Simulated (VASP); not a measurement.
Consider the following.

```
AlBaGeH
1.0
    4.34054     0.00000     0.00000
   -2.17027     3.75902     0.00000
    0.00000     0.00000     5.08367
Ba Al Ge H
1 1 1 1
Cartesian
  0.00000   2.50601   0.49856
 -2.17027   3.75902   3.22826
  2.17027   1.25301   2.82366
 -2.17027   3.75902   4.96910
```

Level of theory: PBEsol GGA, VASP's PBE PAW potentials (set 64) (plane waves; VASP). Numerical set-up: 400 eV cut-off, 7×7×5 Γ-centred mesh, tetrahedra with Blöchl corrections, potentials Ba_sv Al Ge_d H.

The cores are frozen, which limits the accuracy of field gradients.

Question: Give the principal components of the electric field gradient (V/Å²) and the asymmetry η at each nucleus.

Answer: 
| atom | Vxx | Vyy | Vzz | η |
|---|---|---|---|---|
| Ba1 | -24.2 | -24.2 | 48.4 | 0.00 |
| Al2 | -3.8 | -3.7 | 7.5 | 0.00 |
| Ge3 | 16.9 | 16.9 | -33.9 | 0.00 |
| H4 | -2.2 | -2.2 | 4.4 | 0.00 |

The structure comes from a computed database's BaAlGeH entry (P3m1); how it stands against other phases isn't given here. It was relaxed first, which changed the volume by -5 %.
